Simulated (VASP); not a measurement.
# Which magnetic order does VSi2 take?, part 4 of 4

Aim: compare collinear orders of VSi2. The start is a cell from a database of measured crystal structures.

VASP 6.6.1, plane waves and PAW; the level of theory is named at each step.

Still holding for the runs below: The magnetic state follows from one typed start and may not be the lowest. The k-mesh is coarse for a metal. A U on the itinerant d states of such a compound is hard to justify; it moves the bands at the Fermi level and favours large moments.

So far. Step 5 (Magnetic order, start order AFM 3, signs +-+--+): The largest moment at the end is 1.22 μB, and the moments of the cell sum to 0.00 μB. Step 7 (No spin polarisation): Energy at zero smearing: -115.86251 eV.

### 9. Magnetic order, other settings: ISYM = 0

This step: PBEsol, DFT+U (V d 3 eV), spin-polarised, from parallel moments; plane waves and PAW (V, Si) (VASP 6.6.1).

The run is repeated with some settings moved, to see what they change.

INCAR

```
SYSTEM = VSi2
PREC = Normal
ENCUT = 350
EDIFF = 1E-05
NELM = 120
ISMEAR = 0
SIGMA = 0.05
LREAL = Auto
ALGO = Fast
GGA = PS
NBANDS = 73
ISPIN = 2
MAGMOM = 2 2 2 2 2 2 0 0 0 0 0 0 0 0 0 0 0 0
LDAU = .TRUE.
LDAUTYPE = 2
LDAUL = 2 -1
LDAUU = 3 0
LDAUJ = 0 0
LDAUPRINT = 1
LASPH = .TRUE.
LMAXMIX = 4
LORBIT = 11
LWAVE = .FALSE.
LCHARG = .FALSE.
KPAR = 2
ISYM = 0
```

POSCAR

```
VSi2
1.0
    9.1452000000      0.0000000000      0.0000000000
   -2.2863000000      3.9599877613      0.0000000000
    0.0000000000      0.0000000000      6.3744000000
V Si
6 12
Direct
    0.0000000000      0.5000000000      0.3333333333
    0.5000000000      0.5000000000      0.3333333333
    0.2500000000      0.5000000000      0.6666666667
    0.7500000000      0.5000000000      0.6666666667
    0.2500000000      0.0000000000      0.0000000000
    0.7500000000      0.0000000000      0.0000000000
    0.1626000000      0.1626000000      0.3333333333
    0.6626000000      0.1626000000      0.3333333333
    0.0813000000      0.8374000000      0.6666666667
    0.5813000000      0.8374000000      0.6666666667
    0.4187000000      0.6748000000      0.0000000000
    0.9187000000      0.6748000000      0.0000000000
    0.3374000000      0.8374000000      0.3333333333
    0.8374000000      0.8374000000      0.3333333333
    0.4187000000      0.1626000000      0.6666666667
    0.9187000000      0.1626000000      0.6666666667
    0.0813000000      0.3252000000      0.0000000000
    0.5813000000      0.3252000000      0.0000000000
```

KPOINTS

```
Automatic mesh
0
Gamma
4 4 3
0 0 0
```

PAW data sets: V and Si (PBE family, release 64).

Launch:

```
mpirun -np 2 vasp_std
```

The log of the run:

```text
[... set-up lines as in an earlier step ...]
 entering main loop
       N       E                     dE             d eps       ncg     rms          rms(c)
DAV:   1     0.441882003427E+03    0.44188E+03   -0.19237E+04  7592   0.764E+02
DAV:   2    -0.665338894487E+02   -0.50842E+03   -0.46739E+03  7592   0.234E+02
DAV:   3    -0.127192065650E+03   -0.60658E+02   -0.54660E+02  9782   0.792E+01
DAV:   4    -0.131149733948E+03   -0.39577E+01   -0.38594E+01 12616   0.243E+01
DAV:   5    -0.131225431284E+03   -0.75697E-01   -0.75523E-01 12240   0.392E+00    0.453E+01
RMM:   6    -0.121004416945E+03    0.10221E+02   -0.11435E+02  9099   0.552E+01    0.201E+01
RMM:   7    -0.116180579385E+03    0.48238E+01   -0.22724E+01  7630   0.279E+01    0.115E+01
RMM:   8    -0.116336440741E+03   -0.15586E+00   -0.10086E+01 11788   0.687E+00    0.447E+00
RMM:   9    -0.116232757480E+03    0.10368E+00   -0.75085E-01  9148   0.346E+00    0.428E+00
RMM:  10    -0.116045335512E+03    0.18742E+00   -0.32931E-01  9068   0.256E+00    0.157E+00
RMM:  11    -0.116056380249E+03   -0.11045E-01   -0.14805E-01 11237   0.117E+00    0.927E-01
RMM:  12    -0.116061065290E+03   -0.46850E-02   -0.22592E-02 10611   0.595E-01    0.931E-01
RMM:  13    -0.116060060472E+03    0.10048E-02   -0.93767E-03 10154   0.377E-01    0.469E-01
RMM:  14    -0.116060687464E+03   -0.62699E-03   -0.40260E-03 10091   0.287E-01    0.223E-01
RMM:  15    -0.116061077489E+03   -0.39002E-03   -0.24777E-03  9687   0.171E-01    0.221E-01
RMM:  16    -0.116060728773E+03    0.34872E-03   -0.86536E-04  9781   0.117E-01    0.773E-02
RMM:  17    -0.116060899010E+03   -0.17024E-03   -0.46285E-04 11365   0.606E-02    0.799E-02
RMM:  18    -0.116061017784E+03   -0.11877E-03   -0.14248E-04 10528   0.430E-02    0.526E-02
RMM:  19    -0.116061054113E+03   -0.36329E-04   -0.51100E-05  9106   0.256E-02    0.376E-02
RMM:  20    -0.116061112588E+03   -0.58475E-04   -0.10064E-04 10141   0.350E-02    0.193E-02
RMM:  21    -0.116061131909E+03   -0.19320E-04   -0.34529E-05  8136   0.225E-02    0.135E-02
RMM:  22    -0.116061136337E+03   -0.44286E-05   -0.14112E-05  6072   0.153E-02
   1 F= -.11606114E+03 E0= -.11605857E+03  d E =-.512981E-02  mag=     3.3653
```

Elapsed: 7.6 min, on 2 MPI ranks of AMD EPYC 7R43, shared host; peak memory 0.76 GiB; 15 min of CPU time.

OUTCAR, selected parts (step 9):

```text
   k-points           NKPTS =     26   k-points in BZ     NKDIM =     26   number of bands    NBANDS=     73

   NELECT =      78.0000    total number of electrons

atom =   1  type =  1  l = 2

 onsite density matrix

spin component  1

  0.4451 -0.0000 -0.0573 -0.0000  0.0027
 -0.0000  0.4868  0.0000 -0.0916 -0.0000
 -0.0573  0.0000  0.4544 -0.0000 -0.0331
 -0.0000 -0.0916 -0.0000  0.3810  0.0000
  0.0027 -0.0000 -0.0331  0.0000  0.4420

spin component  2

  0.3100  0.0000  0.0299 -0.0000 -0.0003
  0.0000  0.3151  0.0000 -0.0005  0.0000
  0.0299  0.0000  0.2908 -0.0000  0.0172
 -0.0000 -0.0005 -0.0000  0.3145 -0.0000
 -0.0003  0.0000  0.0172 -0.0000  0.3104

 occupancies and eigenvectors

  o =  0.2645  v =  0.0000  0.0000  0.0000  0.0000  0.0000 -0.5242  0.0000  0.7960 -0.0000 -0.3026      0.0000  0.0000  0.0000  0.0000  0.0000  0.0000  0.0000  0.0000  0.0000  0.0000
  o =  0.3106  v =  0.0000  0.0000  0.0000  0.0000  0.0000  0.5000 -0.0003  0.0000 -0.0012 -0.8660      0.0000  0.0000  0.0000  0.0000  0.0000  0.0000  0.0000  0.0000  0.0000  0.0000
  o =  0.3142  v =  0.0000  0.0000  0.0000  0.0000  0.0000  0.0007  0.5057  0.0001  0.8627 -0.0009      0.0000  0.0000  0.0000  0.0000  0.0000  0.0000  0.0000  0.0000  0.0000  0.0000
  o =  0.3154  v =  0.0000  0.0000  0.0000  0.0000  0.0000 -0.0003  0.8627 -0.0001 -0.5057  0.0002      0.0000  0.0000  0.0000  0.0000  0.0000  0.0000  0.0000  0.0000  0.0000  0.0000
  o =  0.3282  v =  0.0000  0.5000  0.0000  0.8660 -0.0001  0.0000  0.0000  0.0000  0.0000  0.0000      0.0000  0.0000  0.0000  0.0000  0.0000  0.0000  0.0000  0.0000  0.0000  0.0000
  o =  0.3361  v =  0.0000  0.0000  0.0000  0.0000  0.0000  0.6893  0.0001  0.6053 -0.0002  0.3980      0.0000  0.0000  0.0000  0.0000  0.0000  0.0000  0.0000  0.0000  0.0000  0.0000
  o =  0.3843  v = -0.6301  0.0000 -0.6860  0.0000 -0.3639  0.0000  0.0000  0.0000  0.0000  0.0000      0.0000  0.0000  0.0000  0.0000  0.0000  0.0000  0.0000  0.0000  0.0000  0.0000
  o =  0.4405  v =  0.5001 -0.0001  0.0001 -0.0000 -0.8660  0.0000  0.0000  0.0000  0.0000  0.0000      0.0000  0.0000  0.0000  0.0000  0.0000  0.0000  0.0000  0.0000  0.0000  0.0000
  o =  0.5168  v = -0.5941 -0.0003  0.7276  0.0002 -0.3430  0.0000  0.0000  0.0000  0.0000  0.0000      0.0000  0.0000  0.0000  0.0000  0.0000  0.0000  0.0000  0.0000  0.0000  0.0000
  o =  0.5396  v = -0.0002  0.8660  0.0003 -0.5000 -0.0002  0.0000  0.0000  0.0000  0.0000  0.0000      0.0000  0.0000  0.0000  0.0000  0.0000  0.0000  0.0000  0.0000  0.0000  0.0000

atom =   2  type =  1  l = 2

 onsite density matrix

spin component  1

  0.4451  0.0000 -0.0573  0.0000  0.0026
  0.0000  0.4868 -0.0000 -0.0916  0.0000
 -0.0573 -0.0000  0.4545  0.0000 -0.0331
  0.0000 -0.0916  0.0000  0.3811 -0.0000
  0.0026  0.0000 -0.0331 -0.0000  0.4421

spin component  2

  0.3100 -0.0000  0.0299  0.0000 -0.0003
 -0.0000  0.3151 -0.0000 -0.0005 -0.0000
  0.0299 -0.0000  0.2907  0.0000  0.0172
  0.0000 -0.0005  0.0000  0.3145  0.0000
 -0.0003 -0.0000  0.0172  0.0000  0.3104

 occupancies and eigenvectors

  o =  0.2645  v =  0.0000  0.0000  0.0000  0.0000  0.0000 -0.5242 -0.0000  0.7960  0.0000 -0.3027      0.0000  0.0000  0.0000  0.0000  0.0000  0.0000  0.0000  0.0000  0.0000  0.0000
  o =  0.3105  v =  0.0000  0.0000  0.0000  0.0000  0.0000  0.5000  0.0002  0.0000  0.0011 -0.8660      0.0000  0.0000  0.0000  0.0000  0.0000  0.0000  0.0000  0.0000  0.0000  0.0000
  o =  0.3142  v =  0.0000  0.0000  0.0000  0.0000  0.0000 -0.0006  0.5057 -0.0000  0.8627  0.0008      0.0000  0.0000  0.0000  0.0000  0.0000  0.0000  0.0000  0.0000  0.0000  0.0000
  o =  0.3154  v =  0.0000  0.0000  0.0000  0.0000  0.0000 -0.0003 -0.8627 -0.0002  0.5057  0.0003      0.0000  0.0000  0.0000  0.0000  0.0000  0.0000  0.0000  0.0000  0.0000  0.0000
  o =  0.3282  v = -0.0000  0.5000 -0.0000  0.8660  0.0001  0.0000  0.0000  0.0000  0.0000  0.0000      0.0000  0.0000  0.0000  0.0000  0.0000  0.0000  0.0000  0.0000  0.0000  0.0000
[...]
o =  0.5016  v = -0.1998 -0.0000  0.6806  0.0000  0.7049  0.0000  0.0000  0.0000  0.0000  0.0000      0.0000  0.0000  0.0000  0.0000  0.0000  0.0000  0.0000  0.0000  0.0000  0.0000
  o =  0.5415  v =  0.0000 -0.0027  0.0000 -1.0000  0.0000  0.0000  0.0000  0.0000  0.0000  0.0000      0.0000  0.0000  0.0000  0.0000  0.0000  0.0000  0.0000  0.0000  0.0000  0.0000

 E-fermi :   9.8946

 spin component 1
 k-point     1 :       0.0000    0.0000    0.0000
  band No.  band energies     occupation
    ...
     38       9.1086      1.00000
     39       9.3327      1.00000
     40       9.5582      1.00000
     41       9.8356      0.95248
     42       9.8897      0.55535
     43      10.9435      0.00000
     44      11.1763      0.00000
     45      11.1851      0.00000
     46      11.8962      0.00000
     47      12.0093      0.00000
    ...

 k-point     2 :       0.2500    0.0000    0.0000
  band No.  band energies     occupation
    ...
     38       8.9946      1.00000
     39       9.2379      1.00000
     40       9.3130      1.00000
     41       9.5846      1.00000
     42       9.7947      0.99764
     43      11.0333      0.00000
     44      11.2070      0.00000
     45      11.3132      0.00000
     46      11.6428      0.00000
     47      11.6921      0.00000
    ...

  Total       -2.7713386     -2.6921578     -0.4211934     -0.0562441     -0.0000230      0.0000006
  in kB      -19.2341860    -18.6846401     -2.9232485     -0.3903564     -0.0001595      0.0000043
  external PRESSURE =     -13.6140249 kB  Pullay stress =       0.0000000 kB

 POSITION                                       TOTAL-FORCE (eV/Angst)
 -----------------------------------------------------------------------------------
     -1.14315      1.97999      2.12480         0.000056     -0.000010      0.000118
      3.42945      1.97999      2.12480        -0.000052      0.000009      0.000124
      1.14315      1.97999      4.24960        -0.000194     -0.000117      0.048045
      5.71575      1.97999      4.24960         0.000190      0.000122      0.048080
      2.28630      0.00000      0.00000        -0.000195     -0.000110     -0.048272
      6.85890      0.00000      0.00000         0.000205      0.000112     -0.048154
      1.11526      0.64389      2.12480         0.079191      0.040084      0.000518
      5.68786      0.64389      2.12480         0.080051      0.040202     -0.000081
     -1.17104      3.31609      4.24960         0.087474     -0.050837     -0.000252
      3.40156      3.31609      4.24960         0.087270     -0.050643      0.000552
      2.28630      2.67220      0.00000         0.001779     -0.096011     -0.000793
      6.85890      2.67220      0.00000         0.001890     -0.096241      0.000082
      1.17104      3.31609      2.12480        -0.079897     -0.040490      0.000514
      5.74364      3.31609      2.12480        -0.079352     -0.039801     -0.000079
      3.45734      0.64389      4.24960        -0.087503      0.050506      0.000344
      8.02994      0.64389      4.24960        -0.087240      0.050977     -0.000037
     -0.00000      1.28779      0.00000        -0.002083      0.096145     -0.000204
      4.57260      1.28779      0.00000        -0.001589      0.096103     -0.000507
 -----------------------------------------------------------------------------------
    total drift:                                0.000013      0.000019     -0.000813

  FREE ENERGIE OF THE ION-ELECTRON SYSTEM (eV)
  ---------------------------------------------------
  free  energy   TOTEN  =      -116.0611363372 eV

  energy  without entropy=     -116.0560065257  energy(sigma->0) =     -116.05857143

 magnetization (x)
# of ion       s       p       d       tot
------------------------------------------
    1        0.002   0.002   0.666   0.670
    2        0.002   0.002   0.666   0.671
    3        0.002   0.003   0.672   0.676
    4        0.002   0.003   0.672   0.677
    5        0.002   0.003   0.671   0.676
    6        0.002   0.003   0.672   0.676
    7       -0.013  -0.025   0.000  -0.038
    8       -0.013  -0.025   0.000  -0.038
    9       -0.013  -0.024   0.000  -0.037
   10       -0.013  -0.024   0.000  -0.037
   11       -0.013  -0.024   0.000  -0.037
   12       -0.013  -0.024   0.000  -0.037
   13       -0.013  -0.025   0.000  -0.038
   14       -0.013  -0.025   0.000  -0.038
   15       -0.013  -0.024   0.000  -0.037
   16       -0.013  -0.024   0.000  -0.037
   17       -0.013  -0.024   0.000  -0.037
   18       -0.013  -0.024   0.000  -0.037
--------------------------------------------------
tot         -0.148  -0.276   4.019   3.595

[... 4 parts as in an earlier step ...]

[... 14 further parts left out ...]
```

ISYM = 0 switches symmetry off, which costs time and should not change a single point.

Numbers from this step:

```
electronic cycles                                 : 22
free energy (TOTEN)                               : -116.0611 eV
energy at zero smearing                           : -116.0586 eV
Fermi energy                                      : 9.895 eV
moment of the cell, from the last line of the log : 3.365 μB
```

Spin moment in the PAW sphere by atom:

| atom | spin moment in the PAW sphere (μB) |
| --- | --- |
| V1 | 0.670 |
| V2 | 0.671 |
| V3 | 0.676 |
| V4 | 0.677 |
| V5 | 0.676 |
| V6 | 0.676 |
| Si7 | -0.038 |
| Si8 | -0.038 |
| Si9 | -0.037 |
| Si10 | -0.037 |
| Si11 | -0.037 |
| Si12 | -0.037 |
| Si13 | -0.038 |
| Si14 | -0.038 |
| Si15 | -0.037 |
| Si16 | -0.037 |
| Si17 | -0.037 |
| Si18 | -0.037 |

Force by atom:

| atom | x (eV/Å) | y (eV/Å) | z (eV/Å) | size |
| --- | --- | --- | --- | --- |
| V1 | 0.000 | 0.000 | 0.000 | 0.000 |
| V2 | 0.000 | 0.000 | 0.000 | 0.000 |
| V3 | 0.000 | 0.000 | 0.048 | 0.048 |
| V4 | 0.000 | 0.000 | 0.048 | 0.048 |
| V5 | 0.000 | 0.000 | -0.048 | 0.048 |
| V6 | 0.000 | 0.000 | -0.048 | 0.048 |
| Si7 | 0.079 | 0.040 | 0.001 | 0.089 |
| Si8 | 0.080 | 0.040 | 0.000 | 0.090 |
| Si9 | 0.087 | -0.051 | 0.000 | 0.101 |
| Si10 | 0.087 | -0.051 | 0.001 | 0.101 |
| Si11 | 0.002 | -0.096 | -0.001 | 0.096 |
| Si12 | 0.002 | -0.096 | 0.000 | 0.096 |
| Si13 | -0.080 | -0.040 | 0.001 | 0.090 |
| Si14 | -0.079 | -0.040 | 0.000 | 0.089 |
| Si15 | -0.088 | 0.051 | 0.000 | 0.101 |
| Si16 | -0.087 | 0.051 | 0.000 | 0.101 |
| Si17 | -0.002 | 0.096 | 0.000 | 0.096 |
| Si18 | -0.002 | 0.096 | -0.001 | 0.096 |

Settings moved on purpose: ISYM = 0.

Against the run that it repeats, EDIFF, NBANDS, ALGO and AMIX also differ.

The two runs compared:

| quantity | this run | the run it repeats | difference |
| --- | --- | --- | --- |
| energy at zero smearing (eV) | -116.06 | -116.06 | 5.3e-5 |
| free energy (TOTEN) (eV) | -116.06 | -116.06 | 4.2e-6 |
| Fermi energy (eV) | 9.8946 | 9.8945 | 1.0e-4 |
| moment of the cell, from the last line of the log (μB) | 3.3653 | 3.3629 | 0.00240 |

The energy stays within 0.1 meV an atom.

### 10. Summary of results

| Property | Result |
| --- | --- |
| mean moment in the lowest run | 0.673 μB |
| constant fitted for the nearest pairs | 9.71 meV |

What this shows: The lowest run started as fm and holds 0.67 μB on average over the atoms that were given a moment; the next state, from afm 3, lies 22.5 meV a magnetic atom higher. The runs hold very different moments, so the differences mix spin states with orders. It ends with the signs ++++++ and a net moment of 3.36 μB a cell: the moments given at the start all parallel. The start afm 3 ended with other signs than typed, or lost moments. The fit has as many unknowns as energies, so it is exact by construction; shells that turn over together are lumped into one constant, and others are left out. On this k mesh the moments and energy differences of a metal are not converged, and no denser mesh was tried, so the order found is tentative. The orders afm 1 and ferri 4 ran without a converged result and may lie lower. No other collinear orders were tried, and their comparison leaves spin-orbit coupling out.

[Lines on the potential files, build, host, timing and source positions are cut from VASP's logs without a mark.]

[Logs are printed without paths, hosts, clocks, repeated set-up lines and the standing remarks that a program may print on its own settings, such as how far it seeks lower states.]

[Hosts, paths, dates, database ids (printed as entryN), source tags and the programs' standing remarks are cut or masked in the printed files.]

[In band tables of VASP the shares of atoms and orbitals are scaled to a sum of 1 inside the atoms' spheres.]

[Runs that stopped without an error message from VASP are left out.]
